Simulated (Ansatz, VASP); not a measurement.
# LiY in two plane-wave programs

Aim: how closely do two programs agree when they are given the same cell, functional and k mesh? The cell is generated by rule, not measured, and may not be a known phase. The cell is taken from a series of runs on this material, whose earlier steps may have relaxed, scaled, displaced or heated it; both programs get it as it stands.

Method: plane waves, with VASP 6.6.1 beside it; zone-centre phonons at LDA, in Ansatz 0.2.0.

The structure was built from a prototype and need not be the compound's stable phase.

### 1. The structure

Symmetry: Pm-3m, No. 221, cubic system. Conventional cell: a = 3.626 Å, b = 3.626 Å, c = 3.626 Å, α = 90.00°, β = 90.00°, γ = 90.00°. Nearest to Li lie 8 Y at 3.14 Å. Y has 8 Li at 3.14 Å nearest. Farther neighbours are not listed.

### 2. Ansatz: zone-centre phonons, LDA

Ansatz runs on its default PAW (the set named soft_2) files.

Second derivatives magnify differences that forces hide, and they need a tight electronic threshold.

input.yaml reads:

```yaml
crystal:
  lattice:
    - [3.6261160337, 0.0, 0.0]
    - [0.0, 3.6261160337, 0.0]
    - [0.0, 0.0, 3.6261160337]
  atoms:
    - { symbol: Li, position: [0.0, 0.0, 0.0] }
    - { symbol: "Y", position: [0.5, 0.5, 0.5] }
kpoints:
  mp_grid: { grid: [8, 8, 8] }
hamiltonian:
  xc: lda
scf:
  occupations: { method: gaussian, width: 0.27211 }
output:
  eigenvalues: true
phonons:
  method: dfpt
```

On the command line:

```console
$ ansatz run input.yaml --threads 4 --pin off --max-ram 8192MiB --backend cpu --events-out ev --progress --plain --runs-dir out
```

Numbers of over 12 decimals in the logs are rounded to 6 here.

Output:

```text
Engine: ansatz 0.2.0, x86_64-unknown-linux-gnu
Pseudopotentials: kind: paw
Pseudopotential: Li, paw, valence charge 3, recommended cutoff 420 eV (normal), Li.paw.azcp
Pseudopotential: Y, paw, valence charge 11, recommended cutoff 420 eV (normal), Y.paw.azcp
Functional definition: SPW92
  exchange = slater_x
  correlation = pw_c
Crystal: 2 atoms, lattice volume = 47.679 Å³
Basis set: ecut = 420 eV, 925 PW (Γ), exchange–correlation on 50×50×50 points (8 copies of the dense FFT grid, shifted against one another)
Bands: 11, of which v1, the nominal top of the filled ones, is band 7 counted from 1 (6 counted from 0)
Symmetry: 48 space group operations
k-points: 75 of 512 (irreducible under 8 space group operations, time reversal used)
Non-local potential: Li, projectors of the file, l = 0: 3, l = 1: 2, l = 2: 1
Non-local potential: Y, projectors of the file, l = 0: 3, l = 1: 2, l = 2: 2, l = 3: 1
PAW form: soft (Blöchl's): semilocal exchange-correlation on the pseudo side does not see the compensation charge
PAW frozen core: Y, regenerated for the run's functional, and the local potential with it (the file was generated under x = pbe(κ = 0.804, μ = 0.219515), c = pbe(β = 0.066725))
PAW one-centre angular grid: Li, 110 points (default); XC on 64 Gauss nodes
PAW one-centre angular grid: Y, 590 points (default); XC on 64 Gauss nodes
Initial density: superposition of atomic densities (neutral atoms: chi_scale 0, normalization atom), corrected by the library's trained network
Initial wavefunctions: pseudopotential atomic-orbital guess
Functional: x = slater, c = lda
SCF iter   1: F=—  HF=-3946.944785 eV  |F-HF|=—  |Δ(HF+E_count)|=         —  Δρ=5.40e-3  dr2=6.89e-3  ethr=1.77e-3  ⟨swp⟩=4.3  Hψ=4100  notcnv=0
preconditioner: auto → none  [metal: Δε(μ)=0.050 eV  Ē_g=3.198 eV  σ=0.272 eV  W_gap=0.10  n_scr=6 (ndim 8)  ℏωp=10.8 eV  f_vac=0.000  D(μ)=2.36/eV (n_scr^D=18)  sad-step TF]
SCF iter   2: F=—  HF=-3946.940584 eV  |F-HF|=—  |Δ(HF+E_count)|=   4.20e-3  Δρ=2.85e-3  dr2=2.35e-3  ethr=4.92e-5  ⟨swp⟩=2.0  Hψ=1623  notcnv=0
SCF iter   3: F=—  HF=-3946.939470 eV  |F-HF|=—  |Δ(HF+E_count)|=   1.11e-3  Δρ=2.79e-4  dr2=4.03e-5  ethr=1.68e-5  ⟨swp⟩=2.0  Hψ=1365  notcnv=0
SCF iter   4: F=—  HF=-3946.939463 eV  |F-HF|=—  |Δ(HF+E_count)|=   7.07e-6  Δρ=1.15e-4  dr2=9.16e-6  ethr=2.88e-7  ⟨swp⟩=2.0  Hψ=1267  notcnv=0
SCF iter   5: F=—  HF=-3946.939462 eV  |F-HF|=—  |Δ(HF+E_count)|=   1.32e-6  Δρ=2.01e-5  dr2=2.10e-7  ethr=6.54e-8  ⟨swp⟩=2.8  Hψ=1305  notcnv=0
SCF iter   6: F=—  HF=-3946.939460 eV  |F-HF|=—  |Δ(HF+E_count)|=   1.99e-6  Δρ=1.74e-6  dr2=1.04e-9  ethr=1.50e-9  ⟨swp⟩=2.3  Hψ=1125  notcnv=0
SCF iter   7: F=-3946.939460 eV  HF=-3946.939460 eV  |F-HF|=4.55e-13  |Δ(HF+E_count)|=  5.98e-10  Δρ=1.00e-7  dr2=2.33e-12  ethr=1.00e-12  ⟨swp⟩=3.9  Hψ=3861  notcnv=0
SCF 1 converged in 7 iterations: F = -3946.939460 eV  dr2 = 2.33e-12
  greatest PAW one-centre occupation: 1.000 electrons in one spin orbital (limit 2), on the Li atom at site 0 (counted from 0), in its partial waves of l = 0
DFPT response loops at Γ: preconditioner auto → Kerker (q_TF=auto, 2.224 Å⁻¹) (partly filled bands, converged f_vac=0.000); β = 1.00, the filter's whole step (`scf.mixing.beta` (0.50) is not read by the response loops under this deck's `scf.mixing.preconditioner`; to damp them name `kerker` or `kerker_dos`, under which they read `scf.mixing.beta`, and type it under 1.00, their step now; both keys bind the ground state too); Broyden in place of MSR1
SCF converged after 7 iterations
Free energy (F): -3946.939460 eV
Harris-Foulkes:  -3946.939460 eV  (|F-HF|=4.55e-13)
Internal energy: -3946.853869 eV  (E = F + TS)
E sigma→0 (E₀):  -3946.896664 eV
Entropy (-TS):   -0.085591 eV (-42.795 meV/atom)
Fermi energy:    6.799394 eV
--- Per-component energies (eV) ---
  E_band       = -220.069096
  E_kinetic    = 326.876338
  E_local      = -778.202506  (includes V_loc(G=0)·N_el)
  E_nonlocal   = 21.277698
  E_hartree    = 244.452016
  E_xc         = -181.223500
  E_vxc        = -210.934458  (∫ρ·V_xc dr)
  E_paw        = -2742.906677  (= ΣΔE_a)
  E_vpaw       = -67.990206  (= ΣTr[D̂ρ^β])
  E_aug_tail   = 0.000011  (compensation charges beyond the density's cutoff)
  E_ewald      = -837.456833
  E_core_change = 0.329586  (= ΣΔE_core)
  E_smearing   = -0.085591  (= −TS)
  E_closure    = 0.000000  (closes the sum)
  Σ components = -3946.939460   (vs F -3946.939460, Δ=0.00e0)
--- Band table (eV; the first three rows and the last of 75) ---
  k-point 0: bands = [... 3 lower, -15.8013, -15.8013, 2.4852, 6.6708, 6.6708, 10.8353, 10.8353, 10.8353]
  k-point 1: bands = [... 3 lower, -15.7976, -15.7976, 2.6834, 6.7255, 6.7508, 10.2254, 10.2254, 10.8662]
  k-point 2: bands = [... 3 lower, -15.7887, -15.7887, 3.2103, 6.7371, 6.9590, 9.4055, 9.4055, 10.9425]
  k-point 74: bands = [... 3 lower, -16.0108, -16.0108, 5.8245, 5.8245, 5.8245, 11.6773, 11.6773, 11.6773]
--- Phonons (Γ-DFPT): 2 representative perturbations + reference, on 75 of 512 k-points (Σ response iterations 6) ---
  k mesh reduced under 8 symmetry operations, with k and −k counted as one. Each operation leaves every solved perturbation unchanged. A smaller set is not used because it would not reduce the number of displacements times k-points to solve
  ASR residual: 4.441e-5 → 0.000e0 eV/Å²; symmetrization residual: 3.525e-7 eV/Å²
  ASR residual per site (eV/Å²): 1.87e-5 4.44e-5
  Γ frequencies (cm⁻¹): 0.00 0.00 0.00 337.22 337.22 337.22
  non-analytic LO–TO correction: not included (Born effective charges unavailable; polar crystals: no LO–TO splitting at Γ)
```

In the SCF lines HF is the Harris–Foulkes energy and dr2 the Hartree energy of the density residual, in eV; the loop may stop once dr2 is under the threshold and the program's other checks hold. Hψ counts applications of the Hamiltonian.

### 3. VASP: zone-centre phonons, LDA

The same cell, functional (in two slightly different forms), mesh and smearing now go to VASP, with its own data sets.

Lines of VASP's logs that name or quote its potential files are left out, and so is its time.

INCAR reads:

```
SYSTEM = LiY
PREC = Accurate
ENCUT = 750
EDIFF = 1E-08
NELM = 120
ISMEAR = 0
SIGMA = 0.27211
LREAL = .FALSE.
ALGO = Normal
GGA = CA
NBANDS = 13
LASPH = .TRUE.
LORBIT = 11
LWAVE = .FALSE.
LCHARG = .FALSE.
ISIF = 2
IBRION = 8
GGA_COMPAT = .FALSE.
```

POSCAR reads:

```
LiY
1.0
    3.6261160337      0.0000000000      0.0000000000
    0.0000000000      3.6261160337      0.0000000000
    0.0000000000      0.0000000000      3.6261160337
Li Y
1 1
Direct
    0.0000000000      0.0000000000      0.0000000000
    0.5000000000      0.5000000000      0.5000000000
```

KPOINTS reads:

```
Automatic mesh
0
Gamma
8 8 8
0 0 0
```

Potentials, in the order of the species: Li_sv and Y_sv (LDA family, release 64).

On the command line:

```console
$ mpirun -np 1 vasp_std
```

Output:

```text
[banner, memory and clock lines left out]
running    1 mpi-ranks, on    1 nodes
 distrk:  each k-point on    1 cores,    1 groups
 distr:  one band on    1 cores,    1 groups

 POSCAR found type information on POSCAR LiY
 POSCAR found :  2 types and       2 ions
 LDA part: xc-table for (Slater(with rela. corr.)+CA(PZ))
 , standard interpolation
 POSCAR, INCAR and KPOINTS ok, starting setup
 FFT: planning ... GRIDC
 FFT: planning ... GRID_SOFT
 FFT: planning ... GRID
 WAVECAR not read
 entering main loop
       N       E                     dE             d eps       ncg     rms          rms(c)
DAV:   1     0.485859828941E+02    0.48586E+02   -0.76922E+03   910   0.131E+03
DAV:   2    -0.512102670632E+01   -0.53707E+02   -0.51992E+02  1124   0.235E+02
DAV:   3    -0.924076021240E+01   -0.41197E+01   -0.40608E+01  1540   0.411E+01
DAV:   4    -0.939280158635E+01   -0.15204E+00   -0.15189E+00  1149   0.827E+00
DAV:   5    -0.939868349427E+01   -0.58819E-02   -0.58812E-02  1409   0.119E+00    0.233E+01
DAV:   6    -0.882751880663E+01    0.57116E+00   -0.69654E-01  1030   0.442E+00    0.149E+01
DAV:   7    -0.875342464101E+01    0.74094E-01   -0.95305E-01  1203   0.462E+00    0.171E+00
DAV:   8    -0.873682089617E+01    0.16604E-01   -0.23663E-01   985   0.306E+00    0.774E-01
DAV:   9    -0.873313683461E+01    0.36841E-02   -0.37769E-02  1015   0.121E+00    0.543E-01
DAV:  10    -0.873159896843E+01    0.15379E-02   -0.48253E-03  1074   0.486E-01    0.697E-02
DAV:  11    -0.873161780372E+01   -0.18835E-04   -0.36424E-04  1336   0.140E-01    0.265E-02
DAV:  12    -0.873161657186E+01    0.12319E-05   -0.24336E-05  1101   0.421E-02    0.102E-02
DAV:  13    -0.873161594487E+01    0.62700E-06   -0.25112E-06  1185   0.121E-02    0.362E-03
DAV:  14    -0.873161595309E+01   -0.82298E-08   -0.12023E-07  1212   0.261E-03    0.177E-03
DAV:  15    -0.873161594661E+01    0.64890E-08   -0.22443E-08  1186   0.849E-04
   1 F= -.87316159E+01 E0= -.86887244E+01  d E =-.857830E-01
 Linear response reoptimize wavefunctions to high precision
DAV:   1    -0.873161594665E+01   -0.41837E-10   -0.23568E-09  1085   0.361E-04
DAV:   2    -0.873161594667E+01   -0.25466E-10   -0.53162E-11   690   0.512E-05
 Linear response DOF=           2
 Linear response progress:
  Degree of freedom:   1/  2
       N       E                     dE             d eps       ncg     rms          rms(c)
RMM:   1    -0.200901028472E+00   -0.20090E+00    0.31603E+00  2770   0.135E+01
RMM:   2    -0.205766453668E+00   -0.48654E-02   -0.25141E-02  3699   0.885E-01    0.615E-02
RMM:   3    -0.206286073414E+00   -0.51962E-03   -0.46827E-03  3994   0.336E-01    0.362E-02
RMM:   4    -0.206333409783E+00   -0.47336E-04   -0.43304E-04  4248   0.713E-02    0.141E-02
RMM:   5    -0.206347466453E+00   -0.14057E-04   -0.80146E-05  4263   0.307E-02    0.358E-03
RMM:   6    -0.206349646368E+00   -0.21799E-05   -0.47161E-05  4315   0.151E-02    0.791E-04
RMM:   7    -0.206352212104E+00   -0.25657E-05   -0.43103E-05  4464   0.992E-03    0.228E-04
RMM:   8    -0.206354596999E+00   -0.23849E-05   -0.28831E-05  4459   0.786E-03    0.232E-04
RMM:   9    -0.206355878628E+00   -0.12816E-05   -0.34773E-05  4575   0.675E-03    0.131E-04
RMM:  10    -0.206357305919E+00   -0.14273E-05   -0.31557E-05  4527   0.604E-03    0.632E-05
RMM:  11    -0.206358169820E+00   -0.86390E-06   -0.30625E-05  4400   0.550E-03    0.394E-05
RMM:  12    -0.206358517428E+00   -0.34761E-06   -0.25256E-05  4577   0.504E-03    0.834E-05
RMM:  13    -0.206357053772E+00    0.14637E-05   -0.25187E-05  4158   0.471E-03    0.196E-04
RMM:  14    -0.206359229204E+00   -0.21754E-05   -0.22189E-05  4022   0.439E-03    0.929E-05
RMM:  15    -0.206359559654E+00   -0.33045E-06   -0.20760E-05  4543   0.406E-03    0.944E-05
RMM:  16    -0.206359700606E+00   -0.14095E-06   -0.17654E-05  4388   0.378E-03    0.113E-04
RMM:  17    -0.206360085338E+00   -0.38473E-06   -0.18117E-05  4170   0.356E-03    0.108E-04
 first order change of Fermi-energy   0.84616E-04
 force on displaced ion       1 direction 1 :  -2.704   0.000   0.000
 Linear response progress:
  Degree of freedom:   2/  2
       N       E                     dE             d eps       ncg     rms          rms(c)
RMM:   1    -0.269344299871E+00   -0.26934E+00    0.36996E+00  2219   0.101E+01
RMM:   2    -0.260765312484E+00    0.85790E-02   -0.15034E-01  3225   0.183E+00    0.148E-01
RMM:   3    -0.262362996261E+00   -0.15977E-02   -0.15277E-02  3834   0.583E-01    0.710E-02
RMM:   4    -0.263077818996E+00   -0.71482E-03   -0.22519E-03  4243   0.214E-01    0.351E-02
RMM:   5    -0.263222748458E+00   -0.14493E-03   -0.37730E-04  4529   0.901E-02    0.119E-02
RMM:   6    -0.263162202000E+00    0.60546E-04   -0.75541E-05  4625   0.352E-02    0.550E-03
RMM:   7    -0.263074209173E+00    0.87993E-04   -0.27406E-05  4628   0.184E-02    0.100E-03
RMM:   8    -0.263063400202E+00    0.10809E-04   -0.15239E-05  4625   0.982E-03    0.389E-04
RMM:   9    -0.263060367612E+00    0.30326E-05   -0.19880E-05  4832   0.589E-03    0.478E-04
RMM:  10    -0.263058547541E+00    0.18201E-05   -0.38553E-05  4856   0.365E-03    0.407E-04
RMM:  11    -0.263059180738E+00   -0.63320E-06   -0.41593E-05  4745   0.234E-03    0.346E-04
RMM:  12    -0.263060163060E+00   -0.98232E-06   -0.28338E-05  4628   0.161E-03    0.100E-04
RMM:  13    -0.263061027335E+00   -0.86427E-06   -0.18590E-05  4743   0.112E-03    0.393E-05
RMM:  14    -0.263060920629E+00    0.10671E-06   -0.12050E-05  4586   0.829E-04    0.922E-05
RMM:  15    -0.263060938216E+00   -0.17588E-07   -0.91862E-06  4666   0.641E-04    0.241E-05
RMM:  16    -0.263060916345E+00    0.21871E-07   -0.63736E-06  5023   0.500E-04    0.239E-05
RMM:  17    -0.263060978916E+00   -0.62571E-07   -0.49473E-06  4805   0.401E-04    0.352E-05
RMM:  18    -0.263060976514E+00    0.24025E-08   -0.36645E-06  4614   0.327E-04    0.473E-05
RMM:  19    -0.263061021892E+00   -0.45378E-07   -0.27342E-06  4571   0.279E-04    0.209E-05
RMM:  20    -0.263060965782E+00    0.56110E-07   -0.19329E-06  4296   0.232E-04    0.413E-05
RMM:  21    -0.263060968391E+00   -0.26098E-08   -0.16416E-06  4354   0.196E-04    0.433E-05
RMM:  22    -0.263060988626E+00   -0.20235E-07   -0.13373E-06  4236   0.169E-04    0.433E-05
RMM:  23    -0.263061008248E+00   -0.19622E-07   -0.95287E-07  4164   0.146E-04    0.431E-05
 first order change of Fermi-energy  -0.28955E-03
 force on displaced ion       2 direction 1 :  -2.697   0.000   0.000
 Linear response finished
```

Parts of OUTCAR (step 3):

```text
ion  position               nearest neighbor table
   1  0.000  0.000  0.000-   2 3.14   2 3.14   2 3.14   2 3.14   2 3.14   2 3.14   2 3.14   2 3.14

  LATTYP: Found a simple cubic cell.
 ALAT       =     3.6261160337

 Subroutine GETGRP returns: Found 48 space group operations
 (whereof 48 operations were pure point group operations)

The static configuration has the point symmetry O_h .

 Found     35 irreducible k-points:

   k-points           NKPTS =     35   k-points in BZ     NKDIM =     35   number of bands    NBANDS=     13

   dimension x,y,z NGX =    32 NGY =   32 NGZ =   32
   dimension x,y,z NGXF=    64 NGYF=   64 NGZF=   64

   ENCUT  =  750.0 eV  55.12 Ry    7.42 a.u.   8.10  8.10  8.10*2*pi/ulx,y,z

   NELECT =      14.0000    total number of electrons

 k-points in reciprocal lattice and weights: Automatic mesh
   0.00000000  0.00000000  0.00000000       0.002
   0.12500000  0.00000000  0.00000000       0.012
   0.25000000  0.00000000  0.00000000       0.012
   0.37500000  0.00000000  0.00000000       0.012
   0.50000000  0.00000000  0.00000000       0.006
   0.12500000  0.12500000  0.00000000       0.023
   0.25000000  0.12500000  0.00000000       0.047
   0.37500000  0.12500000  0.00000000       0.047
   0.50000000  0.12500000  0.00000000       0.023
[...]
0.50000000  0.50000000  0.37500000       0.012
   0.50000000  0.50000000  0.50000000       0.002

 average (electrostatic) potential at core
       1 -64.9275       2 -38.3797

  Total       -0.0450295     -0.0450295     -0.0450295      0.0000000     -0.0000000     -0.0000000
  in kB       -1.5131506     -1.5131506     -1.5131506      0.0000000     -0.0000000     -0.0000000
  external PRESSURE =      -1.5131506 kB  Pullay stress =       0.0000000 kB

  energy-cutoff  :      750.00
  volume of cell :       47.68
      direct lattice vectors                 reciprocal lattice vectors
     3.626116034  0.000000000  0.000000000     0.275777165  0.000000000  0.000000000
     0.000000000  3.626116034  0.000000000     0.000000000  0.275777165  0.000000000
     0.000000000  0.000000000  3.626116034     0.000000000  0.000000000  0.275777165

 POSITION                                       TOTAL-FORCE (eV/Angst)
 -----------------------------------------------------------------------------------
      0.00000      0.00000      0.00000         0.000000      0.000000      0.000000
      1.81306      1.81306      1.81306         0.000000      0.000000      0.000000
 -----------------------------------------------------------------------------------
    total drift:                                0.000000     -0.000000     -0.000000

 Eigenvectors and eigenvalues of the dynamical matrix
 ----------------------------------------------------

   1 f  =   10.083794 THz    63.358347 2PiTHz  336.359165 cm-1    41.703203 meV
             X         Y         Z           dx          dy          dz
      0.000000  0.000000  0.000000    -0.962859   -0.000000    0.000000
      1.813058  1.813058  1.813058     0.270004    0.000000    0.000000

   2 f  =   10.083794 THz    63.358347 2PiTHz  336.359165 cm-1    41.703203 meV
             X         Y         Z           dx          dy          dz
      0.000000  0.000000  0.000000     0.000000   -0.962859    0.000000
      1.813058  1.813058  1.813058     0.000000    0.270004    0.000000

   3 f  =   10.083794 THz    63.358347 2PiTHz  336.359165 cm-1    41.703203 meV
             X         Y         Z           dx          dy          dz
      0.000000  0.000000  0.000000    -0.000000   -0.000000   -0.962859
      1.813058  1.813058  1.813058     0.000000   -0.000000    0.270004

   4 f/i=    0.003537 THz     0.022223 2PiTHz    0.117979 cm-1     0.014627 meV
             X         Y         Z           dx          dy          dz
      0.000000  0.000000  0.000000     0.000000    0.238624    0.126336
      1.813058  1.813058  1.813058     0.000000    0.850955    0.450526

   5 f/i=    0.003537 THz     0.022223 2PiTHz    0.117979 cm-1     0.014627 meV
             X         Y         Z           dx          dy          dz
      0.000000  0.000000  0.000000     0.270004    0.000000   -0.000000
      1.813058  1.813058  1.813058     0.962859   -0.000000    0.000000

   6 f/i=    0.003537 THz     0.022223 2PiTHz    0.117979 cm-1     0.014627 meV
             X         Y         Z           dx          dy          dz
      0.000000  0.000000  0.000000     0.000000    0.126336   -0.238624
      1.813058  1.813058  1.813058     0.000000    0.450526   -0.850955

 ELASTIC MODULI CONTR FROM IONIC RELAXATION (kBar)
 Direction    XX          YY          ZZ          XY          YZ          ZX
 --------------------------------------------------------------------------------
 XX           0.0000      0.0000      0.0000      0.0000      0.0000      0.0000
 YY           0.0000      0.0000      0.0000      0.0000      0.0000      0.0000
 ZZ           0.0000      0.0000      0.0000      0.0000      0.0000      0.0000
 XY           0.0000      0.0000      0.0000      0.0000      0.0000      0.0000
 YZ           0.0000      0.0000      0.0000      0.0000      0.0000      0.0000
 ZX           0.0000      0.0000      0.0000      0.0000      0.0000      0.0000
 --------------------------------------------------------------------------------
```

### 4. Differences

Known differences besides the potentials themselves: the two LDA forms differ slightly; the cutoff is 420 eV in Ansatz and 750 eV in VASP; VASP's log shows a relativistic correction to its local exchange, Ansatz's none. Total energies have different zeros and are not compared.

Compared:

```csv
quantity,Ansatz,VASP,difference
optical mode 1 to 3 (cm⁻¹),337.2,336.4,+0.26 %
```

Modes are paired by rising frequency, not by their patterns, so a pair may set unlike modes beside each other; they are those without the splitting of longitudinal modes.

### 5. Summary of results

```yaml
r_m_s_difference_of_the_optical_zone_centre_modes_each_program_s_sorted_by_frequency_zone_centre_phonons_lda: 0.86 cm⁻¹
```

What this shows: The r.m.s. difference of the optical zone-centre modes, each program's sorted by frequency is 0.86 cm⁻¹ (zone-centre phonons, LDA). 1 further run of this series is not shown here. How closely two codes agree says nothing of how well the functional describes the real material.

[Lines on the potential files, build, host, timing and source positions are cut from VASP's logs without a mark.]

[Logs are printed without paths, hosts, clocks, repeated set-up lines and the standing remarks that a program may print on its own settings, such as how far it seeks lower states.]

[Hosts, paths, dates, database ids (printed as entryN), source tags and the programs' standing remarks are cut or masked in the printed files.]
